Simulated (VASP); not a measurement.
Level of theory: PBE GGA, VASP's PBE PAW potentials (set 64) (plane waves; VASP 6.6.1).

The input files of a VASP run:

### INCAR
```
# general
SYSTEM =KBr
PREC   =Accurate
ENCUT  =400   # plane-wave cut-off (eV)
LREAL  =.FALSE.
LASPH  =.TRUE.   # aspherical one-centre terms

# electronic loop
EDIFF  =1E-6   # SCF stop (eV)
NELM   =100   # most electronic steps
ALGO   =Normal   # blocked Davidson
LMAXMIX=4

# smearing
ISMEAR =0   # Gaussian
SIGMA  =0.05   # width (eV)

# functional
GGA    =PE   # PBE

# ions
ISIF   =2

# output
LWAVE  =.FALSE.
LCHARG =.FALSE.
```

File POSCAR:
```
KBr
1
    0.0000000000     3.3000000000     3.3000000000
    3.3000000000     0.0000000000     3.3000000000
    3.3000000000     3.3000000000     0.0000000000
K Br
1 1
Direct
  0.0000000000   0.0000000000   0.0000000000
  0.5000000000   0.5000000000   0.5000000000
```

KPOINTS:
```
Automatic mesh
0
Gamma
5 5 5
0 0 0
```

POTCAR, in this order: K_sv Br (PBE.64 set). Program: vasp_std.

What VASP printed:

### OSZICAR
```
       N       E                     dE             d eps       ncg     rms          rms(c)
DAV:   1     0.893670244267E+02    0.89367E+02   -0.61216E+03   240   0.950E+02
DAV:   2    -0.196788322592E+00   -0.89564E+02   -0.83905E+02   284   0.243E+02
DAV:   3    -0.617782837669E+01   -0.59810E+01   -0.59351E+01   308   0.573E+01
DAV:   4    -0.638585456454E+01   -0.20803E+00   -0.20789E+00   404   0.101E+01
DAV:   5    -0.638761734689E+01   -0.17628E-02   -0.17627E-02   312   0.991E-01    0.313E+00
DAV:   6    -0.621580195968E+01    0.17182E+00   -0.28484E-01   292   0.277E+00    0.229E+00
DAV:   7    -0.620431526102E+01    0.11487E-01   -0.13732E-01   296   0.213E+00    0.105E+00
DAV:   8    -0.621357247427E+01   -0.92572E-02   -0.15399E-02   320   0.101E+00    0.123E-01
DAV:   9    -0.621421280951E+01   -0.64034E-03   -0.59901E-04   312   0.168E-01    0.810E-02
DAV:  10    -0.621466647309E+01   -0.45366E-03   -0.52466E-04   276   0.162E-01    0.159E-02
DAV:  11    -0.621467201094E+01   -0.55379E-05   -0.16520E-05   324   0.265E-02    0.608E-03
DAV:  12    -0.621467438361E+01   -0.23727E-05   -0.28855E-06   280   0.139E-02    0.468E-03
DAV:  13    -0.621467440589E+01   -0.22280E-07   -0.30501E-07   220   0.327E-03
   1 F= -.62146744E+01 E0= -.62146744E+01  d E =-.504618E-12
```

File OUTCAR:
```
------------------------ aborting loop because EDIFF is reached ----------------------------------------
  FORCE on cell =-STRESS in cart. coord.  units (eV):
  Direction    XX          YY          ZZ          XY          YZ          ZX
  --------------------------------------------------------------------------------------
  Total        0.3321548      0.3321548      0.3321548     -0.0000000     -0.0000000      0.0000000
  in kB        7.4042188      7.4042188      7.4042188     -0.0000000     -0.0000000      0.0000000
  external PRESSURE =       7.4042188 kB  Pullay stress =       0.0000000 kB
  volume of cell :       71.87
      direct lattice vectors                 reciprocal lattice vectors
     0.000000000  3.300000000  3.300000000    -0.151515152  0.151515152  0.151515152
     3.300000000  0.000000000  3.300000000     0.151515152 -0.151515152  0.151515152
     3.300000000  3.300000000  0.000000000     0.151515152  0.151515152 -0.151515152
  FREE ENERGIE OF THE ION-ELECTRON SYSTEM (eV)
  ---------------------------------------------------
  free  energy   TOTEN  =        -6.2146744059 eV

  energy  without entropy=       -6.2146744059  energy(sigma->0) =       -6.21467441
```
(Selected blocks of OUTCAR.)

The compound is KBr in the rock salt structure. The cell was not relaxed at this level.
